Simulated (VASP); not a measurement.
All values below come from PBEsol GGA, VASP's PBE PAW potentials (set 64) (plane waves; VASP 6.6.1).

A VASP calculation is set up with these files.

### KPOINTS
```
kpoints
0
Gamma
5 5 5
0 0 0
```

### POSCAR
```
Nb3Ga
1
    5.1887870000     0.0000000000     0.0000000000
    0.0000000000     5.1887870000     0.0000000000
    0.0000000000     0.0000000000     5.1887870000
Nb Ga
6 2
Direct
  0.2500000000   0.0000000000   0.5000000000
  0.5000000000   0.7500000000   0.0000000000
  0.7500000000   0.0000000000   0.5000000000
  0.5000000000   0.2500000000   0.0000000000
  0.0000000000   0.5000000000   0.7500000000
  0.0000000000   0.5000000000   0.2500000000
  0.0000000000   0.0000000000   0.0000000000
  0.5000000000   0.5000000000   0.5000000000
```

INCAR:
```
ISIF = 2   ! forces and stress, cell fixed
SYSTEM = Nb3Ga
LASPH = .True.
ALGO = Normal   ! blocked Davidson
SIGMA = 0.1
LREAL = .False.
LMAXMIX = 4   ! l cut-off of mixed one-centre charges
ISMEAR = -1   ! Fermi-Dirac
ENCUT = 300   ! plane-wave cut-off (eV)
PREC = Accurate
LWAVE = .False.
NELM = 100   ! most electronic steps
LCHARG = .False.
GGA = PS
EDIFF = 1E-6   ! SCF stop (eV)
```

POTCAR, in this order: Nb_sv Ga_d (PBE.64 set). Program: vasp_std.

Task: What will the output report for the number of irreducible k-points (NKPTS), largest plane-wave count, number of space-group operations, FFT grid (NGX, NGY, NGZ)?

Result: 
```json
{
 "number of irreducible k-points (NKPTS)": "10",
 "largest_plane_wave_count": "1671",
 "number_of_space_group_operations": "48",
 "FFT grid (NGX, NGY, NGZ)": "30 × 30 × 30"
}
```

The structure comes from a measured Nb3Ga entry of the Crystallography Open Database, whose conditions weren't checked. The cell was not relaxed at this level.
